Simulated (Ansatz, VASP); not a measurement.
# Cross-check of SnSe2 (1T-SnSe2, 2 layers, AB) between VASP and Ansatz

Aim: how closely do two programs agree when they are given the same cell, functional and k mesh? The structure shown is the start of the Ansatz relaxation below; VASP solves that cell, so the two are compared at the walk's first step.

Method: plane waves, with VASP 6.6.1 beside it; single point at r2SCAN with D4, in Ansatz 0.2.0.

## Step 1: The starting structure

The cell holds 6 atoms: 4 Se and 2 Sn. Cell: a = 3.870 Å, b = 3.870 Å, c = 45.621 Å, α = 90.0°, β = 90.0°, γ = 120.0°. Vacuum lies along c.

## Step 2: Ansatz: relaxation, r2SCAN with D4

Ansatz runs on its default PAW (the set named soft_2) files.

The two programs are compared at the cell with which this relaxation starts, whose forces are those of its first step.

Input file input.yaml:

```yaml
crystal:
  lattice:
    - [3.87, 0.0, 0.0]
    - [-1.935, 3.3515183126, 0.0]
    - [0.0, 0.0, 45.6209780866]
  atoms:
    - { symbol: Se, position: [0.6666666667, 0.3333333333, 0.4197630301] }
    - { symbol: Sn, position: [0.0, 0.0, 0.4428937162] }
    - { symbol: Se, position: [0.3333333333, 0.6666666667, 0.4660244022] }
    - { symbol: Se, position: [0.0, 0.0, 0.5339755978] }
    - { symbol: Sn, position: [0.3333333333, 0.6666666667, 0.5571062838] }
    - { symbol: Se, position: [0.6666666667, 0.3333333333, 0.5802369699] }
  periodic: [true, true, false]
kpoints:
  mp_grid: { grid: [8, 8, 1] }
hamiltonian:
  xc: r2scan
  dispersion: d4
scf:
  occupations: { method: fermi_dirac, width: 0.05 }
  convergence: { dr2_threshold: 1.0e-09 }
relax:
  f_tol: 0.015
  max_steps: 90
  cell: {}
output:
  write_potential: true
  write_density: true
  volumetric_format: npy
```

On the command line:

```
ansatz run input.yaml --threads 4 --pin off --max-ram 12288MiB --backend cpu --events-out ev --progress --plain --runs-dir out
```

Numbers of over 12 decimals in the logs are rounded to 6 here.

Output:

```text
Warning: relax.cell: scf.convergence.dr2_threshold = 1e-9 eV is looser than the 1.99989145901e-10 eV advised for a relaxation that steers and ends on the stress (1e-10 eV for each atom of the cell: 6, times the square of relax.cell.stress_2d_tol = 0.05 N/m over 17.3 Å (the atoms' height at the walk's start and 5 Å past either face), 2.887e-2 GPa, over a crystal's default 0.05). What an SCF threshold leaves in a stress goes as its square root, and in the free energy as the threshold itself, and one threshold admits the most on a small cell: [figures from the program's tests cut] Set scf.convergence.dr2_threshold to 1.99989145901e-10 eV or tighter. [rest of the remark cut]
Engine: ansatz 0.2.0, x86_64-unknown-linux-gnu
Pseudopotentials: kind: paw
Pseudopotential: Se, paw, valence charge 16, recommended cutoff 500 eV (meta_gga), Se.paw.azcp
Pseudopotential: Sn, paw, valence charge 14, recommended cutoff 500 eV (meta_gga), Sn.paw.azcp
Functional definition: r2SCAN
  parameter k0 = 0.174
  parameter k1 = 0.065
  parameter a1 = 4.9479
  exchange = r2scan_x(k0 = k0, k1 = k1, a1 = a1)
  correlation = r2scan_c
Crystal: 6 atoms, lattice volume = 591.721 Å³
Basis set: ecut = 500 eV, 14921 PW (Γ), exchange–correlation on 120×120×1440 points (64 copies of the dense FFT grid, shifted against one another)
Bands: 56, of which v1, the nominal top of the filled ones, is band 46 counted from 1 (45 counted from 0)
Symmetry: 12 space group operations
Space group: P-3m1 (ITA 164), of the structure as read, at distance tolerance 8.4e-5 Å
k-points: 10 of 64
Non-local potential: Se, projectors of the file, l = 0: 2, l = 1: 2, l = 2: 3, l = 3: 1
Non-local potential: Sn, projectors of the file, l = 0: 2, l = 1: 2, l = 2: 2, l = 3: 2
PAW form: soft (Blöchl's): semilocal exchange-correlation on the pseudo side does not see the compensation charge
PAW frozen core: Se, regenerated for the run's functional (the file was generated under x = pbe(κ = 0.804, μ = 0.219515), c = pbe(β = 0.066725))
PAW frozen core: Sn, regenerated for the run's functional (the file was generated under x = pbe(κ = 0.804, μ = 0.219515), c = pbe(β = 0.066725))
PAW one-centre angular grid: Se, 590 points (default); XC on 160 Gauss nodes
PAW one-centre angular grid: Sn, 590 points (default); XC on 249 of its mesh's 2787 points in the sphere
Initial density: superposition of atomic densities (neutral atoms: chi_scale 0, normalization atom), corrected by the library's trained network
Initial wavefunctions: pseudopotential atomic-orbital guess
Functional: x = r2scan, c = r2scan; τ floored in thin density (d = 2e-4 eV/Å³)
SCF iter   1: F=—  HF=-33987.424147 eV  |F-HF|=—  |Δ(HF+E_count)|=         —  Δρ=3.52e-3  dr2=9.05e-2  dr2_τ=5.81e-2  ethr=1.77e-3  ⟨swp⟩=13.7  Hψ=3446  notcnv=0  defer=10
preconditioner: auto → Resta (q_TF=auto, 2.001 Å⁻¹)  ε∞=1.5  [insulator: Δε(μ)=0.876 eV  Ē_g=11.684 eV  σ=0.050 eV  W_gap=1.00  n_scr=94 (ndim 8)  ℏωp=8.6 eV  f_vac=0.760  D(μ)=0.00/eV (n_scr^D=0)  ε∞_Penn≈1.5  vacuum switching on, ρ_ref=9.9e-3 e/Å³]
SCF iter   2: F=—  HF=-33987.552270 eV  |F-HF|=—  |Δ(HF+E_count)|=   1.28e-1  Δρ=1.89e-3  dr2=3.93e-2  dr2_τ=5.21e-4  ethr=9.84e-5  ⟨swp⟩=5.2  Hψ=1534  notcnv=0  defer=46
SCF iter   3: F=—  HF=-33987.553077 eV  |F-HF|=—  |Δ(HF+E_count)|=   8.07e-4  Δρ=1.09e-3  dr2=2.81e-2  dr2_τ=2.75e-4  ethr=4.27e-5  ⟨swp⟩=3.7  Hψ=985  notcnv=0  defer=46
SCF iter   4: F=—  HF=-33987.549744 eV  |F-HF|=—  |Δ(HF+E_count)|=   3.33e-3  Δρ=3.49e-4  dr2=4.57e-4  dr2_τ=1.39e-5  ethr=3.06e-5  ⟨swp⟩=2.9  Hψ=777  notcnv=0  defer=46
SCF iter   5: F=—  HF=-33987.550076 eV  |F-HF|=—  |Δ(HF+E_count)|=   3.32e-4  Δρ=1.18e-4  dr2=5.27e-5  dr2_τ=2.52e-6  ethr=4.97e-7  ⟨swp⟩=3.7  Hψ=1242  notcnv=0  defer=46
SCF iter   6: F=—  HF=-33987.550105 eV  |F-HF|=—  |Δ(HF+E_count)|=   2.90e-5  Δρ=3.51e-5  dr2=4.57e-6  dr2_τ=5.71e-7  ethr=5.73e-8  ⟨swp⟩=3.1  Hψ=992  notcnv=0  defer=46
SCF iter   7: F=—  HF=-33987.549918 eV  |F-HF|=—  |Δ(HF+E_count)|=   1.87e-4  Δρ=6.60e-6  dr2=2.88e-7  dr2_τ=7.99e-9  ethr=4.97e-9  ⟨swp⟩=3.2  Hψ=1162  notcnv=0  defer=46
SCF iter   8: F=—  HF=-33987.549919 eV  |F-HF|=—  |Δ(HF+E_count)|=   2.24e-7  Δρ=2.47e-6  dr2=4.25e-8  dr2_τ=2.06e-9  ethr=3.13e-10  ⟨swp⟩=3.7  Hψ=1212  notcnv=0  defer=46
SCF iter   9: F=—  HF=-33987.549919 eV  |F-HF|=—  |Δ(HF+E_count)|=   4.48e-8  Δρ=9.14e-7  dr2=5.88e-9  dr2_τ=2.21e-10  ethr=4.62e-11  ⟨swp⟩=3.2  Hψ=1130  notcnv=0  defer=46
[...]
preconditioner: auto → Resta (q_TF=auto, 2.008 Å⁻¹)  ε∞=1.7  [insulator: Δε(μ)=0.889 eV  Ē_g=10.400 eV  σ=0.050 eV  W_gap=1.00  n_scr=82 (ndim 8)  ℏωp=8.7 eV  f_vac=0.716  D(μ)=0.00/eV (n_scr^D=0)  ε∞_Penn≈1.7  vacuum switching on, ρ_ref=7.8e-3 e/Å³]
SCF iter   2: F=—  HF=-33992.921731 eV  |F-HF|=—  |Δ(HF+E_count)|=   1.85e-4  Δρ=1.88e-6  dr2=5.66e-9  dr2_τ=1.68e-9  ethr=1.07e-11  ⟨swp⟩=5.8  Hψ=1906  notcnv=0
SCF iter   3: F=-33992.921731 eV  HF=-33992.921731 eV  |F-HF|=6.00e-9  |Δ(HF+E_count)|=   1.90e-8  Δρ=9.19e-7  dr2=8.87e-10  dr2_τ=3.86e-10  ethr=1.09e-12  ⟨swp⟩=16.8  Hψ=4508  notcnv=0
SCF 9 converged in 3 iterations: F = -33992.921731 eV  dr2 = 8.87e-10
relax step   9: F+E_penalty+E_count = -33992.92173111 eV  Δ(F+E_penalty+E_count) = +1.196e-4 eV  max|allowed force component| = 4.069e-3 eV/Å  Δτ_max = 0.0000 Å  P = -0.041 N/m  Ω = 578.352 Å³  fix = [c, alpha, beta]  reactions: c -0.000 N/m  stress off target by 4.10e-2 N/m on what of the cell is left free  SCF on the basis re-selected at this cell (its energy is not comparable with the rows above)  (3 SCF iters)
basis re-selected at this cell: Δ(F+E_penalty+E_count) = +1.196e-4 eV, ΔP = -0.005 N/m vs the last step (what re-selecting the basis moved, of the pressure what is left beyond the Pulay correction that the steps carried, after the strain that the cell walked since its last selection, with what the two solves' SCF thresholds leave and, on support functions, any second-order correction that the steps lacked; it is no m [...]
WARN: The output density's exchange-correlation potential varies sharply where the density is thin. Do not read a vacuum level from v_tot or v_xc, or from such a field of the output density. On a cell that repeats whose density bears no net charge and no dipole along the vacuum's axis use v_es (v_loc + v_h of the components); under efield.dipole_correction with no amplitude use v_es + v_field, which holds any externa [...]
SCF converged after 3 iterations
Free energy (F): -33992.921731 eV
Harris-Foulkes:  -33992.921731 eV  (|F-HF|=6.00e-9)
Internal energy: -33992.921708 eV  (E = F + TS)
E sigma→0 (E₀):  -33992.921720 eV
Entropy (-TS):   -0.000023 eV (-0.004 meV/atom)
Fermi energy:    -5.846569 eV
--- Per-component energies (eV) ---
  E_band       = -3079.139987
  E_kinetic    = 848.995756
  E_local      = -459016.596698  (includes V_loc(G=0)·N_el)
  E_nonlocal   = -2444.055973
  E_hartree    = 229021.988971
  E_xc         = -1138.823736
  E_vxc        = -627.408976  (∫ρ·V_xc dr)
  E_paw        = -16030.063975  (= ΣΔE_a)
  E_vpaw       = 82.179846  (= ΣTr[D̂ρ^β])
  E_aug_tail   = -0.000841  (compensation charges beyond the density's cutoff)
  E_vtau       = 33.760785  (kinetic-family band-sum trace: ∫τ·v_τ [+ j·A + Jᵃ·Aᵃ] dr)
  E_ewald      = 214771.873693
  E_disp       = -0.650463  (pairwise vdW)
  E_core_change = -5.588441  (= ΣΔE_core)
  E_smearing   = -0.000023  (= −TS)
  E_closure    = 0.000000  (closes the sum)
  Σ components = -33992.921731   (vs F -33992.921731, Δ=0.00e0)
--- Forces (eV/Å), atoms counted from 1 ---
  atom   1  Se    -0.00000000     0.00000000    -0.00035527
  atom   2  Sn     0.00000000     0.00000000    -0.00211433
  atom   3  Se     0.00000000    -0.00000000    -0.00406921
  atom   4  Se     0.00000000     0.00000000     0.00406921
  atom   5  Sn     0.00000000    -0.00000000     0.00211433
  atom   6  Se     0.00000000    -0.00000000     0.00035527
  max |Σ_I F_I| component: 9.25e-18 eV/Å
--- 2D stress c σ (N/m, compression-positive) ---
       -0.040980       0.000000      -0.000000
        0.000000      -0.040980      -0.000000
       -0.000000      -0.000000      -0.000000
  P = ½ c Tr σ = -0.0410 N/m
--- Band table (eV; the first three rows and the last of 10) ---
  k-point 0: bands = [... 42 lower, -6.4808, -6.4808, -6.4246, -6.4246, -4.5167, -3.8474, -2.7035, -2.6939, ... 6 higher]
  k-point 1: bands = [... 42 lower, -7.1461, -6.7941, -6.4010, -6.3188, -3.8202, -3.5788, -2.1136, -1.9378, ... 6 higher]
  k-point 2: bands = [... 42 lower, -7.4428, -6.7700, -6.5164, -6.3980, -4.2230, -4.0648, -1.7944, -1.4212, ... 6 higher]
  k-point 9: bands = [... 42 lower, -7.3912, -7.3745, -7.0681, -6.9674, -4.2591, -4.0225, -0.9653, -0.6849, ... 6 higher]
  the weakly bound empty levels are not read free of the cell's end (no_gap_told)
--- Relaxed structure (8 steps of the walk, 8 accepted, 1 SCFs on fresh bases) ---
  F+E_penalty+E_count = -33992.92173111 eV   max|allowed force component| = 4.069e-3 eV/Å   (the final SCF, on the basis selected at the relaxed cell)
  cell:  # Å, volume = 578.3517 Å³
    - [3.826030, 0, 0]
    - [-1.913015, 3.313439, 0]
    - [0, 0, 45.6209780866]
  atoms:
    - { symbol: Se, position: [0.666667, 0.333333, 0.395525] }
    - { symbol: Sn, position: [-3.2439022227559154e-18, -6.487804445511829e-18, 0.430015] }
    - { symbol: Se, position: [0.333333, 0.666667, 0.464501] }
    - { symbol: Se, position: [3.835942594437697e-19, 7.671885188875398e-19, 0.535499] }
    - { symbol: Sn, position: [0.333333, 0.666667, 0.569985] }
    - { symbol: Se, position: [0.666667, 0.333333, 0.604475] }
```

The column dr2 measures how far the density is from self-consistency, as an energy; F and HF (Harris–Foulkes) agree once it is small.

## Step 3: VASP: single point, r2SCAN with D4, start cell

The same cell, functional, mesh and smearing now go to VASP, with its own data sets.

Lines of VASP's logs that name or quote its potential files are left out, and so is its time.

Input file INCAR:

```
SYSTEM = SnSe2
PREC = Accurate
ENCUT = 440
EDIFF = 1E-06
NELM = 300
ISMEAR = -1
SIGMA = 0.05
LREAL = .FALSE.
ALGO = Normal
METAGGA = R2SCAN
IVDW = 13
VDW_S6 = 1
VDW_S8 = 0.6018749
VDW_A1 = 0.51559235
VDW_A2 = 5.77342911
LASPH = .TRUE.
NBANDS = 32
LORBIT = 11
LWAVE = .FALSE.
LCHARG = .FALSE.
ISIF = 2
LDIPOL = .TRUE.
IDIPOL = 3
DIPOL = 0.5 0.5 0.5
LVHAR = .TRUE.
GGA_COMPAT = .FALSE.
EFERMI = MIDGAP
NELMDL = -8
LMIXTAU = .TRUE.
KPAR = 2
AMIX = 0.1
BMIX = 1E-04
```

Input file POSCAR:

```
SnSe2
1.0
    3.8700000000      0.0000000000      0.0000000000
   -1.9350000000      3.3515180000      0.0000000000
    0.0000000000      0.0000000000     45.6209780000
Se Sn
4 2
Direct
    0.6666667164      0.3333334328      0.4197630309
    0.3333334328      0.6666668656      0.4660244022
    0.0000000000      0.0000000000      0.5339755978
    0.6666667164      0.3333334328      0.5802369691
    0.0000000000      0.0000000000      0.4428937275
    0.3333334328      0.6666668656      0.5571062944
```

Input file KPOINTS:

```
Automatic mesh
0
Gamma
8 8 1
0 0 0
```

The projector-augmented-wave data sets are Se and Sn_d (PBE family, release 64).

On the command line:

```
mpirun -np 2 vasp_std
```

Output:

```text
[banner, memory and clock lines left out]
running    2 mpi-ranks, on    1 nodes
 distrk:  each k-point on    1 cores,    2 groups
 distr:  one band on    1 cores,    1 groups

 POSCAR found type information on POSCAR SeSn
 POSCAR found :  2 types and       6 ions
|                                                                             |
|               ----> ADVICE to this user running VASP <----                  |
|                                                                             |
|     You enforced a specific xc type in the INCAR file but a different       |
|     [... a line on the potential file left out ...]
|     I HOPE YOU KNOW WHAT YOU ARE DOING!                                     |
|                                                                             |

 LDA part: xc-table for (None), standard interpolation
 POSCAR, INCAR and KPOINTS ok, starting setup
 FFT: planning ... GRIDC
 FFT: planning ... GRID_SOFT
 FFT: planning ... GRID
 WAVECAR not read
 entering main loop
       N       E                     dE             d eps       ncg     rms          rms(c)
DAV:   1     0.330565171371E+03    0.33057E+03   -0.20623E+04   824   0.115E+03
DAV:   2    -0.596895764162E+02   -0.39025E+03   -0.38318E+03   872   0.274E+02
DAV:   3    -0.110736965908E+03   -0.51047E+02   -0.50774E+02   768   0.127E+02
DAV:   4    -0.112687899622E+03   -0.19509E+01   -0.19447E+01   768   0.287E+01
DAV:   5    -0.112757177466E+03   -0.69278E-01   -0.69249E-01   912   0.503E+00
DAV:   6    -0.112759347323E+03   -0.21699E-02   -0.21695E-02   880   0.839E-01
DAV:   7    -0.112759421627E+03   -0.74304E-04   -0.74302E-04  1008   0.132E-01
DAV:   8    -0.112759422616E+03   -0.98843E-06   -0.98820E-06   840   0.175E-02    0.122E+01
DAV:   9    -0.105677587166E+03    0.70818E+01   -0.58398E-01   792   0.108E+01    0.112E+01
DAV:  10    -0.947597851741E+02    0.10918E+02   -0.85866E+00   872   0.416E+01    0.287E+00
DAV:  11    -0.101547500505E+03   -0.67877E+01   -0.18091E+00   856   0.153E+01    0.326E+00
DAV:  12    -0.103346571526E+03   -0.17991E+01   -0.25298E-01   888   0.513E+00    0.292E+00
DAV:  13    -0.103756967480E+03   -0.41040E+00   -0.13531E-01   760   0.321E+00    0.156E+00
DAV:  14    -0.103679780247E+03    0.77187E-01   -0.24165E-01   912   0.515E+00    0.518E-01
[...]
DAV:  20    -0.103713596530E+03   -0.79720E-04   -0.72598E-04   784   0.157E-01    0.489E-02
DAV:  21    -0.103713188112E+03    0.40842E-03   -0.61095E-04   776   0.161E-01    0.335E-02
DAV:  22    -0.103713563569E+03   -0.37546E-03   -0.82465E-04   744   0.163E-01    0.376E-02
DAV:  23    -0.103713597075E+03   -0.33506E-04   -0.86813E-05   736   0.592E-02    0.300E-02
DAV:  24    -0.103713590996E+03    0.60783E-05   -0.47346E-06   712   0.138E-02    0.281E-02
DAV:  25    -0.103713609991E+03   -0.18994E-04   -0.31885E-05   712   0.371E-02    0.181E-02
DAV:  26    -0.103713614251E+03   -0.42603E-05   -0.61644E-06   728   0.305E-02    0.736E-03
DAV:  27    -0.103713613797E+03    0.45384E-06   -0.96655E-07   480   0.790E-03
   1 F= -.10444621E+03 E0= -.10444620E+03  d E =-.165408E-04
```

[end of part 1 of 2]

[Lines on the potential files, build, host, timing and source positions are cut from VASP's logs without a mark.]

[Logs are printed without paths, hosts, clocks, repeated set-up lines and the standing remarks that a program may print on its own settings, such as how far it seeks lower states.]

[Hosts, paths, dates, database ids (printed as entryN), source tags and the programs' standing remarks are cut or masked in the printed files.]
